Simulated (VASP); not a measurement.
**YTi with PW91 + D4: from relaxation to properties**

What structure does YTi take at this level, and what are its properties? The steps: relaxing cell and atoms (PW91 + D4), second relaxation, density, ELF and potential (PW91 + D4), bands along the symmetry lines (PW91 + D4), density of states (PW91 + D4), core levels (PW91 + D4), bands along the symmetry lines (PW91 + D4 + SOC), vibrations at Γ (PW91 + D4) and band structure (PW91 + D4) with a changed input. The cell is generated by rule, not measured, and may not be a known phase. Left out of this account: at least 1 further run (elastic: elastic constants of a metal on too coarse a mesh).

Method: PW91 with D4; plane waves and PAW (Y_sv, Ti_sv), in the first sound run; inputs show where later runs differ, in VASP 6.6.1.

## Step 1: The structure

Before any relaxation, the start is as follows. Symmetry: Pm-3m, No. 221, cubic system. The conventional cell has a = 3.567 Å, b = 3.567 Å, c = 3.567 Å, α = 90.00°, β = 90.00°, γ = 90.00°. Y has 8 Ti at 3.09 Å nearest. Nearest to Ti lie 8 Y at 3.09 Å. Farther neighbours are not listed.

Coordinates:

```cif
data_structure
_symmetry_space_group_name_H-M 'Pm-3m'
_symmetry_Int_Tables_number 221
_cell_length_a 3.5667
_cell_length_b 3.5667
_cell_length_c 3.5667
_cell_angle_alpha 90.000
_cell_angle_beta 90.000
_cell_angle_gamma 90.000
_cell_volume 45.37
loop_
_atom_site_label
_atom_site_type_symbol
_atom_site_symmetry_multiplicity
_atom_site_Wyckoff_symbol
_atom_site_fract_x
_atom_site_fract_y
_atom_site_fract_z
_atom_site_occupancy
Y1 Y 1 b 0.50000 0.50000 0.50000 1
Ti1 Ti 1 a 0.00000 0.00000 0.00000 1
```

## Step 2: Relaxing cell and atoms (PW91 + D4)

Properties are meant for the cell that this level of theory prefers, so cell and atoms are relaxed first (ISIF = 3) until forces and stress are small; EDIFFG sets the threshold. PW91 is the forerunner of PBE and gives much the same. A dispersion term adds the long-range attraction that semilocal functionals lack. D4 lets the coefficients depend on atomic charges too.

File INCAR:

```
SYSTEM = YTi
PREC = Accurate
ENCUT = 400
EDIFF = 1E-06
NELM = 100
ISMEAR = 1
SIGMA = 0.2
LREAL = .FALSE.
ALGO = Normal
GGA = 91
IVDW = 13
VDW_S6 = 1
VDW_S8 = 0.77283111
VDW_A1 = 0.39581542
VDW_A2 = 4.93405761
LORBIT = 11
LWAVE = .FALSE.
LCHARG = .FALSE.
IBRION = 2
NSW = 60
ISIF = 3
EDIFFG = -0.01
```

File POSCAR:

```
YTi
1.0
    3.5666608800      0.0000000000      0.0000000000
    0.0000000000      3.5666608800      0.0000000000
    0.0000000000      0.0000000000      3.5666608800
Y Ti
1 1
Direct
    0.5000000000      0.5000000000      0.5000000000
    0.0000000000      0.0000000000      0.0000000000
```

File KPOINTS:

```
Automatic mesh
0
Gamma
6 6 6
0 0 0
```

PAW data sets: Y_sv and Ti_sv (PBE family, release 64).

Started as:

```
mpirun -np 1 vasp_std
```

What it wrote:

```text
[banner, memory and clock lines left out]
running    1 mpi-ranks, on    1 nodes
 distrk:  each k-point on    1 cores,    1 groups
 distr:  one band on    1 cores,    1 groups

 POSCAR found type information on POSCAR Y Ti
 POSCAR found :  2 types and       2 ions
|                                                                             |
|               ----> ADVICE to this user running VASP <----                  |
|                                                                             |
|     You enforced a specific xc type in the INCAR file but a different       |
|     [... a line on the potential file left out ...]
|     I HOPE YOU KNOW WHAT YOU ARE DOING!                                     |
|                                                                             |

 LDA part: xc-table for (Slater(with rela. corr.)+CA(PZ))
 , standard interpolation
 POSCAR, INCAR and KPOINTS ok, starting setup
 FFT: planning ... GRIDC
 FFT: planning ... GRID_SOFT
 FFT: planning ... GRID
 WAVECAR not read
 entering main loop
       N       E                     dE             d eps       ncg     rms          rms(c)
DAV:   1     0.161407543042E+03    0.16141E+03   -0.10254E+04   600   0.133E+03
DAV:   2    -0.106695185523E+01   -0.16247E+03   -0.16100E+03   621   0.389E+02
DAV:   3    -0.146738947734E+02   -0.13607E+02   -0.13408E+02  1149   0.863E+01
DAV:   4    -0.149654236943E+02   -0.29153E+00   -0.29039E+00   685   0.122E+01
DAV:   5    -0.149774732446E+02   -0.12050E-01   -0.12049E-01   993   0.191E+00    0.332E+01
DAV:   6    -0.143636964410E+02    0.61378E+00   -0.29536E+01   803   0.326E+01    0.104E+01
DAV:   7    -0.137247038362E+02    0.63899E+00   -0.20038E+01   782   0.239E+01    0.149E+01
DAV:   8    -0.134165143904E+02    0.30819E+00   -0.30611E+00   747   0.120E+01    0.149E+00
DAV:   9    -0.134195410275E+02   -0.30266E-02   -0.14717E-01   746   0.320E+00    0.455E-01
DAV:  10    -0.134199907166E+02   -0.44969E-03   -0.80135E-03   749   0.699E-01    0.285E-01
DAV:  11    -0.134198054025E+02    0.18531E-03   -0.29921E-03   778   0.463E-01    0.120E-01
DAV:  12    -0.134197713263E+02    0.34076E-04   -0.37700E-04   784   0.150E-01    0.551E-02
DAV:  13    -0.134197680354E+02    0.32909E-05   -0.17353E-04   824   0.816E-02    0.102E-02
DAV:  14    -0.134197673728E+02    0.66266E-06   -0.89862E-06   587   0.232E-02
   1 F= -.13789971E+02 E0= -.13787916E+02  d E =-.137900E+02
 curvature:   0.00 expect dE= 0.000E+00 dE for cont linesearch  0.000E+00
 trial: gam= 0.00000 g(F)=  0.000E+00 g(S)=  0.109E-01 ort = 0.000E+00 (trialstep = 0.100E+01)
 search vector abs. value=  0.109E-01
 bond charge predicted
       N       E                     dE             d eps       ncg     rms          rms(c)
DAV:   1    -0.136861944502E+02   -0.26643E+00   -0.51717E+00   747   0.256E+01    0.448E+00
DAV:   2    -0.136908620953E+02   -0.46676E-02   -0.67967E+00   815   0.164E+01    0.454E+00
DAV:   3    -0.134360450307E+02    0.25482E+00   -0.17760E+00   754   0.754E+00    0.831E-01
DAV:   4    -0.134280361673E+02    0.80089E-02   -0.10843E-01   946   0.178E+00    0.823E-01
DAV:   5    -0.134305030486E+02   -0.24669E-02   -0.25480E-02   866   0.816E-01    0.200E-01
DAV:   6    -0.134324312566E+02   -0.19282E-02   -0.36800E-03   933   0.283E-01    0.158E-01
DAV:   7    -0.134339938913E+02   -0.15626E-02   -0.33334E-03   782   0.259E-01    0.868E-02
DAV:   8    -0.134340091291E+02   -0.15238E-04   -0.32088E-04   885   0.944E-02    0.199E-02
DAV:   9    -0.134340169074E+02   -0.77783E-05   -0.21815E-05   755   0.305E-02    0.573E-03
DAV:  10    -0.134340179062E+02   -0.99883E-06   -0.66963E-06   810   0.136E-02
   2 F= -.13794303E+02 E0= -.13792006E+02  d E =-.433187E-02
 trial-energy change:   -0.004332  1 .order   -0.004298   -0.010918    0.002323
 step:   0.8268(harm=  0.8246)  dis= 0.00000  next Energy=   -13.794504 (dE=-0.453E-02)
 bond charge predicted
       N       E                     dE             d eps       ncg     rms          rms(c)
DAV:   1    -0.134396194818E+02   -0.56026E-02   -0.15020E-01   733   0.438E+00    0.721E-01
DAV:   2    -0.134369788527E+02    0.26406E-02   -0.12525E-01   808   0.248E+00    0.660E-01
DAV:   3    -0.134326560223E+02    0.43228E-02   -0.40644E-02   761   0.112E+00    0.188E-01
DAV:   4    -0.134323174104E+02    0.33861E-03   -0.28834E-03   935   0.380E-01    0.927E-02
DAV:   5    -0.134324205909E+02   -0.10318E-03   -0.29302E-04   777   0.889E-02    0.376E-02
DAV:   6    -0.134325014514E+02   -0.80860E-04   -0.12725E-04   782   0.497E-02    0.227E-02
DAV:   7    -0.134325270970E+02   -0.25646E-04   -0.32291E-05   984   0.313E-02    0.771E-03
DAV:   8    -0.134325335524E+02   -0.64554E-05   -0.10414E-05   782   0.156E-02    0.210E-03
DAV:   9    -0.134325338782E+02   -0.32582E-06   -0.58702E-07   328   0.527E-03
   3 F= -.13794517E+02 E0= -.13792257E+02  d E =-.454643E-02
 curvature:  -0.41 expect dE=-0.243E-06 dE for cont linesearch -0.243E-06
 trial: gam= 0.00000 g(F)=  0.419E-68 g(S)=  0.590E-06 ort =-0.802E-04 (trialstep = 0.965E+00)
 search vector abs. value=  0.590E-06
 reached required accuracy - stopping structural energy minimisation
```

Wall time 12 s (1 MPI rank of Intel Xeon 6975P-C (Granite Rapids), shared host); peak memory 0.15 GiB.

Lines that name or quote the potential files are left out of all logs, and their timing lines are given in words.

OUTCAR, selected parts (step 2):

```text
ion  position               nearest neighbor table
   1  0.500  0.500  0.500-   2 3.09   2 3.09   2 3.09   2 3.09   2 3.09   2 3.09   2 3.09   2 3.09

  LATTYP: Found a simple cubic cell.
 ALAT       =     3.5666608800

 Subroutine GETGRP returns: Found 48 space group operations
 (whereof 48 operations were pure point group operations)

The static configuration has the point symmetry O_h .

 Found     20 irreducible k-points:

   k-points           NKPTS =     20   k-points in BZ     NKDIM =     20   number of bands    NBANDS=     15

   dimension x,y,z NGX =    24 NGY =   24 NGZ =   24
   dimension x,y,z NGXF=    48 NGYF=   48 NGZF=   48

   ENCUT  =  400.0 eV  29.40 Ry    5.42 a.u.   5.82  5.82  5.82*2*pi/ulx,y,z

   NELECT =      23.0000    total number of electrons

 k-points in reciprocal lattice and weights: Automatic mesh
   0.00000000  0.00000000  0.00000000       0.005
   0.16666667  0.00000000  0.00000000       0.028
   0.33333333  0.00000000  0.00000000       0.028
   0.50000000  0.00000000  0.00000000       0.014
   0.16666667  0.16666667  0.00000000       0.056
   0.33333333  0.16666667  0.00000000       0.111
   0.50000000  0.16666667  0.00000000       0.056
   0.33333333  0.33333333  0.00000000       0.056
   0.50000000  0.33333333  0.00000000       0.056
[...]
0.50000000  0.50000000  0.33333333       0.028
   0.50000000  0.50000000  0.50000000       0.005

 average (electrostatic) potential at core
       1 -34.6786       2 -75.7186

 E-fermi :   5.2112

 k-point     1 :       0.0000    0.0000    0.0000
  band No.  band energies     occupation
    ...
      7     -16.4965      2.00000
      8     -16.4965      2.00000
      9      -0.0067      2.00000
     10       3.3960      2.00000
     11       3.3960      2.00000
     12       6.1736     -0.00000
     13       6.1736     -0.00000
     14       6.1736     -0.00000
     15       8.3263     -0.00000

 k-point     2 :       0.1667    0.0000    0.0000
  band No.  band energies     occupation
    ...
      7     -16.4918      2.00000
      8     -16.4918      2.00000
      9       0.4328      2.00000
     10       3.6306      2.00000
     11       3.6307      2.00000
     12       6.1232     -0.00000
     13       6.1232     -0.00000
     14       6.2820     -0.00000
     15       7.8912     -0.00000

 k-point     3 :       0.3333    0.0000    0.0000
  band No.  band energies     occupation
    ...
      7     -16.4823      2.00000
      8     -16.4823      2.00000
      9       1.5924      2.00000
     10       3.8538      2.00000
     11       4.2943      2.00000
     12       6.0698     -0.00000
     13       6.0698     -0.00000
     14       6.5292     -0.00000
     15       6.8395     -0.00000

  DFT-D4 for vdW energy calculation

  Edisp (eV):   -0.36198

  Total      -0.00285    -0.00285    -0.00285     0.00000     0.00000    -0.00000
  in kB      -0.09849    -0.09849    -0.09849     0.00000     0.00000    -0.00000
  external pressure =       -0.10 kB  Pullay stress =        0.00 kB

  energy-cutoff  :      400.00
  volume of cell :       46.43
      direct lattice vectors                 reciprocal lattice vectors
     3.594290159  0.000000000  0.000000000     0.278219052 -0.000000000  0.000000000
     0.000000000  3.594290159  0.000000000    -0.000000000  0.278219052  0.000000000
     0.000000000  0.000000000  3.594290159     0.000000000 -0.000000000  0.278219052

 POSITION                                       TOTAL-FORCE (eV/Angst)
 -----------------------------------------------------------------------------------
      1.79715      1.79715      1.79715         0.000000      0.000000      0.000000
      0.00000      0.00000      0.00000        -0.000000      0.000000      0.000000
 -----------------------------------------------------------------------------------
    total drift:                                0.000000      0.000000     -0.000000

  FREE ENERGIE OF THE ION-ELECTRON SYSTEM (eV)
  ---------------------------------------------------
  free  energy   TOTEN  =       -13.7945173522 eV

  energy  without entropy=      -13.7877362661  energy(sigma->0) =      -13.79225699

 reached required accuracy - stopping structural energy minimisation

 total charge
# of ion       s       p       d       f       tot
--------------------------------------------------
    1        2.294   6.262   1.175   0.021   9.752
    2        2.230   6.069   1.877   0.000  10.176
--------------------------------------------------
tot          4.524  12.331   3.052   0.021  19.928

[... 3 further parts left out ...]
```

CONTCAR:

```
YTi
   1.00000000000000
     3.5942901589201890    0.0000000000000000    0.0000000000000000
     0.0000000000000000    3.5942901589201890    0.0000000000000000
     0.0000000000000000    0.0000000000000000    3.5942901589201890
  Y               Ti
     1     1
Direct
     0.5000000000000000    0.5000000000000000    0.5000000000000000
     0.0000000000000000    0.0000000000000000    0.0000000000000000
```

This run has no spin polarisation. Its electron count is odd, so without a moment it is a metal by construction. The k-mesh is coarse for a metal. The PAW data sets were made with PBE, which is usual practice but a small mismatch for other functionals. Dispersion corrections of this kind ignore metallic screening and tend to overbind metals. The run keeps the 48 symmetry operations of its start, so it cannot find a distortion of lower symmetry.

Step by step:

```tsv
step	energy less that of the first step (eV)	largest force (eV/Å)	pressure (GPa)	volume (Å³)
1	0.0000	0.0000	1.37	45.37
2	-0.0043	0.0000	-0.28	46.66
3	-0.0045	0.0000	-0.01	46.43
```

```tsv
conventional cell, symmetrised	before	after	change
a (Å)	3.567	3.594	+0.8 %
b (Å)	3.567	3.594	+0.8 %
c (Å)	3.567	3.594	+0.8 %
volume (Å³/atom)	22.69	23.22	+2.3 %
```

Final coordinates:

```xyz
2
Lattice="3.5943 0.0000 0.0000 0.0000 3.5943 0.0000 0.0000 0.0000 3.5943" Properties=species:S:1:pos:R:3 pbc="T T T"
Y     1.7971    1.7971    1.7971
Ti    0.0000    0.0000    0.0000
```

Numbers from this step:

```yaml
electrons: 23
bands: 15
irreducible_k_points: 20
symmetry_operations: 48
free_energy_toten: -13.79 eV
energy_at_zero_smearing: -13.79 eV
fermi_energy: 5.211 eV
pressure: -0.009849 GPa
metallic_judged_on_the_points_sampled: yes
scf_cycles_over_all_ionic_steps: 33
```

It ends with forces that vanish by symmetry and a pressure of -0.01 GPa.

(Part 1 of 5 ends here.)

[Lines on the potential files, build, host, timing and source positions are cut from VASP's logs without a mark.]

[Logs are printed without paths, hosts, clocks, repeated set-up lines and the standing remarks that a program may print on its own settings, such as how far it seeks lower states.]

[Hosts, paths, dates, database ids (printed as entryN), source tags and the programs' standing remarks are cut or masked in the printed files.]

[A measured line is paired with the nearest computed mode of its activity, which favours agreement.]

[In band tables of VASP the shares of atoms and orbitals are scaled to a sum of 1 inside the atoms' spheres.]
